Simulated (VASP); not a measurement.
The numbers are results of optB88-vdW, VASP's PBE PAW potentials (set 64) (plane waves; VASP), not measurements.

The input files of a VASP run:

File POSCAR:
```
MgI2
1.0
  2.0892266671  -3.6186463015   0.0000000000
  2.0892266671   3.6186463015   0.0000000000
  0.0000000000   0.0000000000   6.8908662340
Mg I
1 2
Direct
  0.0000000000   0.0000000000   1.0000000000
  0.3333330000   0.6666670000   0.2430280025
  0.6666670000   0.3333330000   0.7569719975
```

File KPOINTS:
```
Automatic mesh
0
gamma
  6 6 3
0 0 0
```

INCAR:
```
! general
SYSTEM   = MgI2
PREC     = Accurate
ENCUT    = 520
LREAL    = .False.
LASPH    = .True.

! electronic loop
EDIFF    = 1E-6
NELM     = 100
ALGO     = Normal
LMAXMIX  = 4

! smearing
ISMEAR   = 0
SIGMA    = 0.05

! functional
GGA      = BO
LUSE_VDW = .True.
AGGAC    = 0.0
PARAM1   = 0.1833333333
PARAM2   = 0.22

! ions
IBRION   = 2
NSW      = 60
ISIF     = 3
EDIFFG   = -0.02

! output
LWAVE    = .False.
LCHARG   = .False.
```

POTCAR, in this order: Mg I (PBE.64 set). Program: vasp_std.

The resulting files:

**OUTCAR**
```
 ion  position               nearest neighbor table
   1  0.000  0.000  0.000-   2 2.94   3 2.94   3 2.94   2 2.94   3 2.94   2 2.94
   2  0.333  0.667  0.243-   1 2.94   1 2.94   1 2.94
   3  0.667  0.333  0.757-   1 2.94   1 2.94   1 2.94
  LATTYP: Found a hexagonal cell.
 ALAT       =     4.1784529580
 C/A-ratio  =     1.6491429492
 Subroutine PRICEL returns:
 Original cell was already a primitive cell.
 Subroutine GETGRP returns: Found 12 space group operations
The static configuration has the point symmetry D_3d.
The dynamic configuration has the point symmetry D_3d.
 Subroutine INISYM returns: Found 12 space group operations
 Subroutine IBZKPT returns following result:
 Found     17 irreducible k-points:

 Following reciprocal coordinates:
            Coordinates               Weight
  0.000000  0.000000  0.000000      1.000000
  0.166667 -0.000000  0.000000      6.000000
  0.333333  0.000000  0.000000      6.000000
  0.500000  0.000000  0.000000      3.000000
  0.166667  0.166667  0.000000      6.000000
  0.333333  0.166667  0.000000     12.000000
  0.333333  0.333333  0.000000      2.000000
  0.000000  0.000000  0.333333      2.000000
  0.166667 -0.000000  0.333333      6.000000
 -0.000000  0.166667  0.333333      6.000000
  0.333333  0.000000  0.333333      6.000000
  0.000000  0.333333  0.333333      6.000000
  0.500000  0.000000  0.333333      6.000000
  0.166667  0.166667  0.333333     12.000000
  0.333333  0.166667  0.333333     12.000000
 -0.166667  0.500000  0.333333     12.000000
  0.333333  0.333333  0.333333      4.000000
   k-points           NKPTS =     17   k-points in BZ     NKDIM =     17   number of bands    NBANDS=     12
   number of dos      NEDOS =    301   number of ions     NIONS =      3
   total plane-waves  NPLWV =  55296
   dimension x,y,z NGX =    32 NGY =   32 NGZ =   54
   dimension x,y,z NGXF=    64 NGYF=   64 NGZF=  108
...
```

**OSZICAR**
```
       N       E                     dE             d eps       ncg     rms          rms(c)
DAV:   1     0.874267311216E+02    0.87427E+02   -0.60396E+03   408   0.105E+03
DAV:   2     0.334148208631E+01   -0.84085E+02   -0.78504E+02   572   0.156E+02
DAV:   3    -0.255360876117E+01   -0.58951E+01   -0.58811E+01   520   0.491E+01
DAV:   4    -0.265739397100E+01   -0.10379E+00   -0.10376E+00   532   0.824E+00
DAV:   5    -0.265956838005E+01   -0.21744E-02   -0.21743E-02   528   0.115E+00    0.361E+00
DAV:   6    -0.250611661902E+01    0.15345E+00   -0.22584E-01   424   0.263E+00    0.253E+00
DAV:   7    -0.249061544637E+01    0.15501E-01   -0.16163E-01   480   0.231E+00    0.858E-01
DAV:   8    -0.249120426455E+01   -0.58882E-03   -0.79578E-03   456   0.600E-01    0.271E-01
DAV:   9    -0.249164096789E+01   -0.43670E-03   -0.14538E-03   476   0.321E-01    0.803E-02
DAV:  10    -0.249163591793E+01    0.50500E-05   -0.18824E-05   544   0.377E-02    0.604E-02
DAV:  11    -0.249164472421E+01   -0.88063E-05   -0.14262E-05   484   0.350E-02    0.161E-02
DAV:  12    -0.249164564914E+01   -0.92493E-06   -0.50856E-06   476   0.177E-02
   1 F= -.24916456E+01 E0= -.24916456E+01  d E =-.249165E+01
```

**OUTCAR**
```
------------------------ aborting loop because EDIFF is reached ----------------------------------------
  FORCE on cell =-STRESS in cart. coord.  units (eV):
  Direction    XX          YY          ZZ          XY          YZ          ZX
  --------------------------------------------------------------------------------------
  Total       -0.0185297     -0.0185297     -0.0138007      0.0000000     -0.0000000      0.0000000
  in kB       -0.2849336     -0.2849335     -0.2122150      0.0000000     -0.0000000      0.0000000
  external PRESSURE =      -0.2606941 kB  Pullay stress =       0.0000000 kB
  volume of cell :      104.19
      direct lattice vectors                 reciprocal lattice vectors
     2.089226667 -3.618646302  0.000000000     0.239323003 -0.138173217  0.000000000
     2.089226667  3.618646302  0.000000000     0.239323003  0.138173217  0.000000000
     0.000000000  0.000000000  6.890866234     0.000000000  0.000000000  0.145119636
 POSITION                                       TOTAL-FORCE (eV/Angst)
 -----------------------------------------------------------------------------------
      0.00000      0.00000      0.00000         0.000000     -0.000000      0.000000
      2.08923      1.20622      1.67467        -0.000000      0.000000      0.016811
      2.08923     -1.20622      5.21619         0.000000     -0.000000     -0.016811
 -----------------------------------------------------------------------------------
    total drift:                               -0.000000     -0.000000      0.000000
  FREE ENERGIE OF THE ION-ELECTRON SYSTEM (eV)
  ---------------------------------------------------
  free  energy   TOTEN  =        -2.4916456491 eV

  energy  without entropy=       -2.4916456491  energy(sigma->0) =       -2.49164565

 reached required accuracy - stopping structural energy minimisation
```
(Selected blocks of OUTCAR.)

The compound is MgI2 in the 1T layered structure. It was relaxed first. The start is the result of an earlier pass.
